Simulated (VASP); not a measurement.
## NiSb (Breithauptite): structure and properties in VASP

Aim: relax NiSb (Breithauptite), then compute properties on the relaxed cell. The steps: magnetic start: ferromagnetic, magnetic start: antiferromagnetic within the cell, magnetic start: antiferromagnetic, q = (0, 0, 1/2), magnetic start: antiferromagnetic, q = (1/2, 1/2, 1/2), magnetic start: antiferromagnetic, q = (1/2, 1/2, 0), the orders side by side, relaxing cell and atoms (LDA + U), second relaxation, single point with fields (LDA + U), band structure (LDA + U), density of states (LDA + U), field gradients at the nuclei (LDA + U), volume scan with LDA + U and fit for LDA + U. The start is a cell from a database of measured crystal structures.

Method: LDA, DFT+U (Ni d 4 eV), spin-polarised from a ferromagnetic start; plane waves and PAW (Ni, Sb), in the first sound run; inputs show where later runs differ, in VASP 6.6.1.

### Step 1. Starting point

The structure is hexagonal, space group P6_3/mmc (No. 194). The conventional cell has a = 3.940 Å, b = 3.940 Å, c = 5.140 Å, α = 90.00°, β = 90.00°, γ = 120.00°. Nearest to Ni lie 2 Ni at 2.57 Å and 6 Sb at 2.61 Å. Sb has 6 Ni at 2.61 Å nearest. Farther neighbours are not listed.

Structure file:

```xyz
4
Lattice="3.9400 0.0000 0.0000 -1.9700 3.4121 0.0000 0.0000 0.0000 5.1400" Properties=species:S:1:pos:R:3 pbc="T T T"
Ni    0.0000    0.0000    0.0000
Ni    0.0000    0.0000    2.5700
Sb    0.0000    2.2748    1.2850
Sb    1.9700    1.1374    3.8550
```

### Step 2. Magnetic start: ferromagnetic

The properties of a magnet depend on its order, so a few collinear patterns are compared first on the cell as listed, beginning with all moments parallel. LDA, the lowest rung, knows the local density alone. A Hubbard U penalises fractional filling of the localised shell, which semilocal functionals favour.

Contents of INCAR:

```
SYSTEM = NiSb
PREC = Accurate
ENCUT = 400
EDIFF = 1E-06
NELM = 100
ISMEAR = 0
SIGMA = 0.05
LREAL = .FALSE.
ALGO = Normal
GGA = CA
NBANDS = 25
ISPIN = 2
MAGMOM = 1 1 0 0
LDAU = .TRUE.
LDAUTYPE = 2
LDAUL = 2 -1
LDAUU = 4 0
LDAUJ = 0 0
LDAUPRINT = 1
LASPH = .TRUE.
LMAXMIX = 4
LORBIT = 11
LWAVE = .FALSE.
LCHARG = .FALSE.
KPAR = 8
ISIF = 2
```

Contents of POSCAR:

```
NiSb
1.0
    3.9400000000      0.0000000000      0.0000000000
   -1.9700000000      3.4121400909      0.0000000000
    0.0000000000      0.0000000000      5.1400000000
Ni Sb
2 2
Direct
    0.0000000000      0.0000000000      0.0000000000
    0.0000000000      0.0000000000      0.5000000000
    0.3333333333      0.6666666667      0.2500000000
    0.6666666667      0.3333333333      0.7500000000
```

Contents of KPOINTS:

```
Automatic mesh
0
Gamma
7 7 5
0 0 0
```

Potentials, in the order of the species: Ni and Sb (LDA family, release 64).

Launch:

```sh
$ mpirun -np 8 vasp_std
```

The program printed:

```text
[banner, memory and clock lines left out]
running    8 mpi-ranks, on    1 nodes
 distrk:  each k-point on    1 cores,    8 groups
 distr:  one band on    1 cores,    1 groups

 POSCAR found type information on POSCAR NiSb
 POSCAR found :  2 types and       4 ions
|                                                                             |
|           W    W    AA    RRRRR   N    N  II  N    N   GGGG   !!!           |
|           W    W   A  A   R    R  NN   N  II  NN   N  G    G  !!!           |
|           W    W  A    A  R    R  N N  N  II  N N  N  G       !!!           |
|           W WW W  AAAAAA  RRRRR   N  N N  II  N  N N  G  GGG   !            |
|           WW  WW  A    A  R   R   N   NN  II  N   NN  G    G                |
|           W    W  A    A  R    R  N    N  II  N    N   GGGG   !!!           |
|                                                                             |
|     For optimal performance we recommend to set                             |
|       NCORE = 2 up to number-of-cores-per-socket                            |
|     NCORE specifies how many cores store one orbital (NPAR=cpu/NCORE).      |
|     This setting can greatly improve the performance of VASP for DFT.       |
|     The default, NCORE=1 might be grossly inefficient on modern             |
|     multi-core architectures or massively parallel machines. Do your        |
|     Unfortunately you need to use the default for GW and RPA                |
|     calculations (for HF NCORE is supported but not extensively tested      |
|     yet).                                                                   |
|                                                                             |

 LDA part: xc-table for (Slater(with rela. corr.)+CA(PZ))
 , standard interpolation
 POSCAR, INCAR and KPOINTS ok, starting setup
 FFT: planning ... GRIDC
 FFT: planning ... GRID_SOFT
 FFT: planning ... GRID
 WAVECAR not read
 entering main loop
       N       E                     dE             d eps       ncg     rms          rms(c)
DAV:   1     0.158110481811E+03    0.15811E+03   -0.10247E+04  2400   0.102E+03
DAV:   2    -0.104395938944E+02   -0.16855E+03   -0.16019E+03  2546   0.241E+02
DAV:   3    -0.194953433529E+02   -0.90557E+01   -0.89069E+01  2975   0.713E+01
DAV:   4    -0.196645080231E+02   -0.16916E+00   -0.16903E+00  2659   0.946E+00
DAV:   5    -0.196697656986E+02   -0.52577E-02   -0.52575E-02  2998   0.168E+00    0.108E+01
DAV:   6    -0.203296920772E+02   -0.65993E+00   -0.63087E+00  2695   0.431E+01    0.873E+00
DAV:   7    -0.193994867641E+02    0.93021E+00   -0.31111E+00  2862   0.342E+01    0.395E+00
DAV:   8    -0.193619995708E+02    0.37487E-01   -0.43966E-01  3297   0.645E+00    0.184E+00
DAV:   9    -0.193668981148E+02   -0.48985E-02   -0.54884E-02  2910   0.342E+00    0.691E-01
DAV:  10    -0.193683851406E+02   -0.14870E-02   -0.86581E-03  3538   0.117E+00    0.270E-01
DAV:  11    -0.193692265283E+02   -0.84139E-03   -0.24240E-03  3328   0.539E-01    0.122E-01
DAV:  12    -0.193693766784E+02   -0.15015E-03   -0.38954E-04  3421   0.263E-01    0.472E-02
DAV:  13    -0.193694125374E+02   -0.35859E-04   -0.84286E-05  3054   0.808E-02    0.293E-02
DAV:  14    -0.193694212245E+02   -0.86870E-05   -0.11133E-05  3144   0.377E-02    0.121E-02
DAV:  15    -0.193694222923E+02   -0.10679E-05   -0.37117E-06  2042   0.246E-02    0.308E-03
DAV:  16    -0.193694224684E+02   -0.17604E-06   -0.65218E-07  1283   0.764E-03
   1 F= -.19369422E+02 E0= -.19368549E+02  d E =-.174612E-02  mag=    -0.0000
```

The job ended after 7.4 s (8 MPI ranks of AMD EPYC 9R45, shared host; peak memory 1.4 GiB).

Lines that name or quote the potential files are left out of all logs, and their timing lines are given in words.

OUTCAR, selected parts (step 2):

```text
ion  position               nearest neighbor table
   1  0.000  0.000  0.000-   2 2.57   2 2.57   4 2.61   3 2.61   3 2.61   4 2.61   4 2.61   3 2.61

  LATTYP: Found a hexagonal cell.
 ALAT       =     3.9400000000
 C/A-ratio  =     1.3045685279

 Subroutine GETGRP returns: Found 24 space group operations
 (whereof 12 operations were pure point group operations)

The static configuration has the point symmetry D_3d.
 The point group associated with its full space group is D_6h.

 Found     24 irreducible k-points:

   k-points           NKPTS =     24   k-points in BZ     NKDIM =     24   number of bands    NBANDS=     25

   dimension x,y,z NGX =    28 NGY =   28 NGZ =   36
   dimension x,y,z NGXF=    56 NGYF=   56 NGZF=   72

   ENCUT  =  400.0 eV  29.40 Ry    5.42 a.u.   6.43  6.43  8.38*2*pi/ulx,y,z

   NELECT =      30.0000    total number of electrons

 k-points in reciprocal lattice and weights: Automatic mesh
   0.00000000  0.00000000  0.00000000       0.004
   0.14285714  0.00000000  0.00000000       0.024
   0.28571429  0.00000000  0.00000000       0.024
   0.42857143 -0.00000000  0.00000000       0.024
   0.14285714  0.14285714  0.00000000       0.024
   0.28571429  0.14285714  0.00000000       0.049
   0.42857143  0.14285714  0.00000000       0.024
   0.28571429  0.28571429  0.00000000       0.024
   0.00000000  0.00000000  0.20000000       0.008
[...]
0.42857143  0.14285714  0.40000000       0.049
   0.28571429  0.28571429  0.40000000       0.049

atom =   1  type =  1  l = 2

 onsite density matrix

spin component  1

  0.8693  0.0000  0.0000  0.0495 -0.0000
  0.0000  0.8648 -0.0000 -0.0000  0.0495
  0.0000 -0.0000  0.8884  0.0000 -0.0000
  0.0495 -0.0000  0.0000  0.8648 -0.0000
 -0.0000  0.0495 -0.0000 -0.0000  0.8693

spin component  2

  0.8693  0.0000  0.0000  0.0495 -0.0000
  0.0000  0.8648 -0.0000 -0.0000  0.0495
  0.0000 -0.0000  0.8883  0.0000 -0.0000
  0.0495 -0.0000  0.0000  0.8648 -0.0000
 -0.0000  0.0495 -0.0000 -0.0000  0.8693

 occupancies and eigenvectors

  o =  0.8175  v =  0.0000  0.0000  0.0000  0.0000  0.0000  0.0000 -0.7230  0.0000 -0.0000  0.6909      0.0000  0.0000  0.0000  0.0000  0.0000  0.0000  0.0000  0.0000  0.0000  0.0000
  o =  0.8175  v =  0.0000  0.0000  0.0000  0.0000  0.0000  0.6909  0.0000 -0.0000 -0.7230 -0.0000      0.0000  0.0000  0.0000  0.0000  0.0000  0.0000  0.0000  0.0000  0.0000  0.0000
  o =  0.8175  v =  0.0000 -0.7230  0.0000  0.0000  0.6909  0.0000  0.0000  0.0000  0.0000  0.0000      0.0000  0.0000  0.0000  0.0000  0.0000  0.0000  0.0000  0.0000  0.0000  0.0000
  o =  0.8175  v = -0.6909  0.0000  0.0000  0.7230 -0.0000  0.0000  0.0000  0.0000  0.0000  0.0000      0.0000  0.0000  0.0000  0.0000  0.0000  0.0000  0.0000  0.0000  0.0000  0.0000
  o =  0.8883  v =  0.0000  0.0000  0.0000  0.0000  0.0000  0.0000 -0.0000 -1.0000  0.0000 -0.0000      0.0000  0.0000  0.0000  0.0000  0.0000  0.0000  0.0000  0.0000  0.0000  0.0000
  o =  0.8884  v =  0.0000 -0.0000 -1.0000  0.0000 -0.0000  0.0000  0.0000  0.0000  0.0000  0.0000      0.0000  0.0000  0.0000  0.0000  0.0000  0.0000  0.0000  0.0000  0.0000  0.0000
  o =  0.9166  v =  0.0000 -0.6909  0.0000 -0.0000 -0.7230  0.0000  0.0000  0.0000  0.0000  0.0000      0.0000  0.0000  0.0000  0.0000  0.0000  0.0000  0.0000  0.0000  0.0000  0.0000
  o =  0.9166  v = -0.7230  0.0000 -0.0000 -0.6909  0.0000  0.0000  0.0000  0.0000  0.0000  0.0000      0.0000  0.0000  0.0000  0.0000  0.0000  0.0000  0.0000  0.0000  0.0000  0.0000
  o =  0.9166  v =  0.0000  0.0000  0.0000  0.0000  0.0000 -0.0000 -0.6909  0.0000 -0.0000 -0.7230      0.0000  0.0000  0.0000  0.0000  0.0000  0.0000  0.0000  0.0000  0.0000  0.0000
  o =  0.9166  v =  0.0000  0.0000  0.0000  0.0000  0.0000  0.7230 -0.0000  0.0000  0.6909 -0.0000      0.0000  0.0000  0.0000  0.0000  0.0000  0.0000  0.0000  0.0000  0.0000  0.0000

atom =   2  type =  1  l = 2

 onsite density matrix

spin component  1

  0.8693 -0.0000  0.0000 -0.0495 -0.0000
 -0.0000  0.8648  0.0000 -0.0000 -0.0495
  0.0000  0.0000  0.8884 -0.0000 -0.0000
 -0.0495 -0.0000 -0.0000  0.8648  0.0000
 -0.0000 -0.0495 -0.0000  0.0000  0.8693

spin component  2

  0.8693 -0.0000  0.0000 -0.0495 -0.0000
 -0.0000  0.8648  0.0000 -0.0000 -0.0495
  0.0000  0.0000  0.8883 -0.0000 -0.0000
 -0.0495 -0.0000 -0.0000  0.8648  0.0000
 -0.0000 -0.0495 -0.0000  0.0000  0.8693

 occupancies and eigenvectors

  o =  0.8175  v =  0.0000  0.0000  0.0000  0.0000  0.0000 -0.0000 -0.7230 -0.0000 -0.0000 -0.6909      0.0000  0.0000  0.0000  0.0000  0.0000  0.0000  0.0000  0.0000  0.0000  0.0000
  o =  0.8175  v =  0.0000  0.0000  0.0000  0.0000  0.0000 -0.6909  0.0000  0.0000 -0.7230  0.0000      0.0000  0.0000  0.0000  0.0000  0.0000  0.0000  0.0000  0.0000  0.0000  0.0000
  o =  0.8175  v =  0.0000  0.7230  0.0000 -0.0000  0.6909  0.0000  0.0000  0.0000  0.0000  0.0000      0.0000  0.0000  0.0000  0.0000  0.0000  0.0000  0.0000  0.0000  0.0000  0.0000
  o =  0.8175  v =  0.6909  0.0000 -0.0000  0.7230  0.0000  0.0000  0.0000  0.0000  0.0000  0.0000      0.0000  0.0000  0.0000  0.0000  0.0000  0.0000  0.0000  0.0000  0.0000  0.0000
  o =  0.8883  v =  0.0000  0.0000  0.0000  0.0000  0.0000 -0.0000 -0.0000  1.0000  0.0000  0.0000      0.0000  0.0000  0.0000  0.0000  0.0000  0.0000  0.0000  0.0000  0.0000  0.0000
  o =  0.8884  v =  0.0000 -0.0000  1.0000  0.0000  0.0000  0.0000  0.0000  0.0000  0.0000  0.0000      0.0000  0.0000  0.0000  0.0000  0.0000  0.0000  0.0000  0.0000  0.0000  0.0000
  o =  0.9166  v =  0.0000  0.6909  0.0000  0.0000 -0.7230  0.0000  0.0000  0.0000  0.0000  0.0000      0.0000  0.0000  0.0000  0.0000  0.0000  0.0000  0.0000  0.0000  0.0000  0.0000
  o =  0.9166  v = -0.7230  0.0000 -0.0000  0.6909  0.0000  0.0000  0.0000  0.0000  0.0000  0.0000      0.0000  0.0000  0.0000  0.0000  0.0000  0.0000  0.0000  0.0000  0.0000  0.0000
  o =  0.9166  v =  0.0000  0.0000  0.0000  0.0000  0.0000 -0.0000  0.6909  0.0000  0.0000 -0.7230      0.0000  0.0000  0.0000  0.0000  0.0000  0.0000  0.0000  0.0000  0.0000  0.0000
  o =  0.9166  v =  0.0000  0.0000  0.0000  0.0000  0.0000  0.7230  0.0000  0.0000 -0.6909 -0.0000      0.0000  0.0000  0.0000  0.0000  0.0000  0.0000  0.0000  0.0000  0.0000  0.0000

 average (electrostatic) potential at core
       1 -80.5937       2 -80.5937       3 -84.2348       4 -84.2348

 E-fermi :   9.4729

 spin component 1
 k-point     1 :       0.0000    0.0000    0.0000
  band No.  band energies     occupation
    ...
      9       7.0144      1.00000
     10       7.0144      1.00000
     11       7.8005      1.00000
     12       7.8005      1.00000
     13       9.1361      1.00000
     14      10.3393      0.00000
     15      10.3393      0.00000
     16      11.9374      0.00000
     17      11.9374      0.00000
     18      12.8437      0.00000
    ...

 k-point     2 :       0.1429    0.0000    0.0000
  band No.  band energies     occupation
    ...
     10       7.0582      1.00000
     11       7.7716      1.00000
     12       7.8005      1.00000
     13       8.7338      1.00000
     14       9.0573      1.00000
     15       9.4769      0.45479
     16      11.1489      0.00000
     17      12.6459      0.00000
     18      13.0938      0.00000
     19      14.2849      0.00000
    ...

 k-point     3 :       0.2857    0.0000    0.0000
  band No.  band energies     occupation
    ...
     11       7.3772      1.00000
     12       7.7226      1.00000
     13       7.8001      1.00000
     14       8.2818      1.00000
     15       8.7338      1.00000
     16      10.0770      0.00000
     17      11.7185      0.00000
     18      13.2477      0.00000
     19      13.5590      0.00000
     20      15.6643      0.00000
    ...

 k-point     4 :       0.4286   -0.0000    0.0000
  band No.  band energies     occupation
    ...
     12       7.2962      1.00000
     13       7.6811      1.00000
     14       7.8002      1.00000
     15       7.9108      1.00000
     16       9.1482      1.00000
     17      10.6938      0.00000
     18      13.0451      0.00000
     19      13.4276      0.00000
     20      15.1861      0.00000
     21      15.2321      0.00000
    ...

 k-point     5 :       0.1429    0.1429    0.0000
  band No.  band energies     occupation
    ...
     11       7.5444      1.00000
     12       7.7368      1.00000
     13       7.7980      1.00000
     14       8.3650      1.00000
     15       8.8896      1.00000
     16      11.5225      0.00000
     17      11.7782      0.00000
     18      12.1988      0.00000
     19      14.6651      0.00000
     20      14.8532      0.00000
    ...

 k-point     6 :       0.2857    0.1429    0.0000
  band No.  band energies     occupation
    ...
     11       7.2848      1.00000
     12       7.6295      1.00000
     13       7.7055      1.00000
     14       7.7913      1.00000
     15       8.4536      1.00000
     16      10.1766      0.00000
     17      10.8522      0.00000
     18      11.8896      0.00000
     19      13.6566      0.00000
     20      14.1506      0.00000
    ...

  Total       -4.4938845     -4.4938845     -4.1633859      0.0000000     -0.0000000      0.0000000
  in kB     -104.1948588   -104.1948588    -96.5319440      0.0000000     -0.0000000      0.0000000
  external PRESSURE =    -101.6405538 kB  Pullay stress =       0.0000000 kB

  energy-cutoff  :      400.00
  volume of cell :       69.10
      direct lattice vectors                 reciprocal lattice vectors
     3.940000000  0.000000000  0.000000000     0.253807107  0.146535601  0.000000000
    -1.970000000  3.412140091  0.000000000     0.000000000  0.293071203  0.000000000
     0.000000000  0.000000000  5.140000000     0.000000000  0.000000000  0.194552529

 POSITION                                       TOTAL-FORCE (eV/Angst)
 -----------------------------------------------------------------------------------
      0.00000      0.00000      0.00000        -0.000000     -0.000000      0.000000
      0.00000      0.00000      2.57000        -0.000000     -0.000000      0.000000
     -0.00000      2.27476      1.28500         0.000000     -0.000000      0.000000
      1.97000      1.13738      3.85500        -0.000000      0.000000     -0.000000
 -----------------------------------------------------------------------------------
    total drift:                               -0.000000      0.000000      0.000000

  FREE ENERGIE OF THE ION-ELECTRON SYSTEM (eV)
  ---------------------------------------------------
  free  energy   TOTEN  =       -19.3694224684 eV

  energy  without entropy=      -19.3676763525  energy(sigma->0) =      -19.36854941

 total charge
# of ion       s       p       d       tot
------------------------------------------
    1        0.427   0.445   8.680   9.552
    2        0.427   0.445   8.680   9.552
    3        1.149   1.206   0.072   2.426
    4        1.149   1.206   0.072   2.426
--------------------------------------------------
tot          3.152   3.302  17.503  23.958

 magnetization (x)
# of ion       s       p       d       tot
------------------------------------------
    1        0.000   0.000   0.000   0.000
    2        0.000   0.000   0.000   0.000
    3        0.000  -0.000   0.000  -0.000
    4        0.000  -0.000   0.000  -0.000
--------------------------------------------------
tot          0.000  -0.000   0.000   0.000

[... 6 further parts left out ...]
```

The k-mesh is coarse for a metal. A U on the itinerant d states of such a compound is hard to justify; it moves the bands at the Fermi level. At this level the cell is under a tension of 10.2 GPa, so at these settings it is away from equilibrium.

Numbers from this step:

- SCF cycles: 16
- electrons: 30
- bands: 25
- irreducible k-points: 24
- symmetry operations: 24
- free energy (TOTEN): -19.37 eV
- energy at zero smearing: -19.37 eV
- Fermi energy: 9.473 eV
- pressure: -10.16 GPa
- metallic, judged on the points sampled: yes

The spin moment in the PAW sphere vanishes on all atoms.

The moments fall under 0.1 μB, and the mesh shows no gap.

(Part 1 of 13 ends here.)

[Lines on the potential files, build, host, timing and source positions are cut from VASP's logs without a mark.]

[Logs are printed without paths, hosts, clocks, repeated set-up lines and the standing remarks that a program may print on its own settings, such as how far it seeks lower states.]

[Hosts, paths, dates, database ids (printed as entryN), source tags and the programs' standing remarks are cut or masked in the printed files.]

[A measured line is paired with the nearest computed mode of its activity, which favours agreement.]

[In band tables of VASP the shares of atoms and orbitals are scaled to a sum of 1 inside the atoms' spheres.]
